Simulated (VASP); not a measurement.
Write the native input for VASP 6.6.1 that does the following.

```
Task                   : single point
Functional             : r2SCAN
Potentials or basis    : VASP PAW PBE potentials, release 64 (C)
Cutoff                 : 520 eV
k mesh                 : 10 × 10 × 4
Occupations            : gaussian, width 0.05 eV
Spin                   : no spin polarisation
Dipole correction      : no
Further INCAR settings : ALGO = Normal; EDIFF = 1e-06; NBANDS = 16
```

Crystal: C.

```
CELL_PARAMETERS angstrom
2.45571 0.00000 0.00000
-1.22786 2.12671 0.00000
0.00000 0.00000 7.08952
ATOMIC_POSITIONS crystal
C 0.00000 0.00000 0.25000
C 0.00000 0.00000 0.75000
C 0.33333 0.66667 0.25000
C 0.66667 0.33333 0.75000
```

The input as run:

POSCAR

```
C
1.0
    2.4557104124      0.0000000000      0.0000000000
   -1.2278552062      2.1267076015      0.0000000000
    0.0000000000      0.0000000000      7.0895173909
C
4
Direct
    0.0000000000      0.0000000000      0.2500000000
    0.0000000000      0.0000000000      0.7500000000
    0.3333333333      0.6666666667      0.2500000000
    0.6666666667      0.3333333333      0.7500000000
```

INCAR.step1

```
SYSTEM = C
  ALGO = Normal
  EDIFF = 1E-4
  ENCUT = 520
  GGA = PE
  ISMEAR = 0
  LASPH = .TRUE.
  LCHARG = .FALSE.
  LREAL = .FALSE.
  LWAVE = .TRUE.
  NBANDS = 16
  NELM = 100
  PREC = Accurate
  SIGMA = 0.05
```

INCAR.step2

```
SYSTEM = C
  ALGO = Normal
  EDIFF = 1E-6
  ENCUT = 520
  ISIF = 2
  ISMEAR = 0
  ISTART = 1
  LASPH = .TRUE.
  LCHARG = .FALSE.
  LMIXTAU = .TRUE.
  LREAL = .FALSE.
  LWAVE = .FALSE.
  METAGGA = R2SCAN
  NBANDS = 16
  NELM = 100
  PREC = Accurate
  SIGMA = 0.05
```

KPOINTS

```
k-points
0
G
  10 10 4
  0 0 0
```

Potentials or basis: VASP PAW PBE potentials, release 64 (C).

Command:

```sh
$ cat potpaw_PBE.64/C/POTCAR > POTCAR
$ cp INCAR.step1 INCAR
$ mpirun -np 1 vasp_std > vasp.out
$ cp INCAR.step2 INCAR
$ mpirun -np 1 vasp_std > vasp.out
```

Results of the run:

```json
{"Pressure": "0.6 GPa", "Band gap on the k mesh": "1.56 eV, direct"}
```

Caveat: the PAW data sets were made with another functional, which shifts forces and pressure a little.

Run time: 42 s on 1 thread of Intel(R) Xeon(R) 6975P-C (Granite Rapids) (shared host), peak memory 0.14 GiB.
